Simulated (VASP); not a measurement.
Wanted: the native input for a VASP 6.6.1 run.

```
Task                   : relaxation of cell and atoms
Functional             : PBE
Potentials or basis    : VASP PAW PBE potentials, release 64 (Ca_sv, Zr_sv, N)
Cutoff                 : 520 eV
k mesh                 : 4 × 4 × 6
Occupations            : gaussian, width 0.1 eV
Spin                   : no spin polarisation
Further INCAR settings : ALGO = Normal; EDIFF = 1e-07; IBRION = 2; POTIM = 0.3; EDIFFG = -0.005; NSW = 60; ISIF = 3
```

The structure of Ca3ZrN3 lies in POSCAR:

```
Ca3ZrN3                                 
1.0
    7.9554952549      0.0000016778      0.0000000000
   -3.9777490805      6.8896601529      0.0000000000
   -0.0000000000     -0.0000000000      4.9851628130
  Ca              Zr              N             
     6     2     6
Direct
     0.6736311272580133    0.8099707498693300    0.7500000000000000
     0.1363396226113189    0.3263688727419860    0.7500000000000000
     0.1900292501306678    0.8636603773886838    0.7500000000000000
     0.3263688727419867    0.1900292501306700    0.2500000000000000
     0.8099707498693323    0.1363396226113161    0.2500000000000000
     0.8636603773886807    0.6736311272580142    0.2500000000000000
     0.6666666699999979    0.3333333300000021    0.7500000000000000
     0.3333333300000021    0.6666666699999979    0.2500000000000000
     0.3696174064843573    0.2112673417856427    0.7500000000000000
     0.7887326582143601    0.1583500546987107    0.7500000000000000
     0.8416499453012833    0.6303825935156455    0.7500000000000000
     0.1583500546987167    0.3696174064843542    0.2500000000000000
     0.6303825935156427    0.7887326582143575    0.2500000000000000
     0.2112673417856399    0.8416499453012892    0.2500000000000000
```

The cell was built by a generator and needn't be a form met in nature.

The input as run:

INCAR

```
SYSTEM = Ca3ZrN3
  PREC = Accurate
  ENCUT = 520
  EDIFF = 1E-7
  ISMEAR = 0
  SIGMA = 0.1
  LREAL = .FALSE.
  LASPH = .TRUE.
  NELM = 120
  ALGO = Normal
  ISIF = 3
  LWAVE = .FALSE.
  LCHARG = .FALSE.
  GGA = PE
  IBRION = 2
  NSW = 60
  EDIFFG = -0.005
  POTIM = 0.3
  KPAR = 8
```

KPOINTS

```
regular mesh
0
G
  4 4 6
  0 0 0
```

Potentials or basis: VASP PAW PBE potentials, release 64 (Ca_sv, Zr_sv, N).

Run with:

```console
$ cat potpaw_PBE.64/Ca_sv/POTCAR potpaw_PBE.64/Zr_sv/POTCAR potpaw_PBE.64/N/POTCAR > POTCAR
$ mpirun -np 8 vasp_std > vasp.out
```

Results of the run:

```json
{"Energy gained by relaxing": "0.0 meV/atom", "Ionic steps": "2", "Pressure after relaxing": "0.0 GPa", "Largest force after relaxing": "0.004 eV/Å", "Band gap on the k mesh": "none (metal or under the smearing width)"}
```

It took 80 s on 8 MPI ranks on Intel(R) Xeon(R) Platinum 8488C (Sapphire Rapids), with other jobs on the host, peak memory 0.52 GiB a rank.
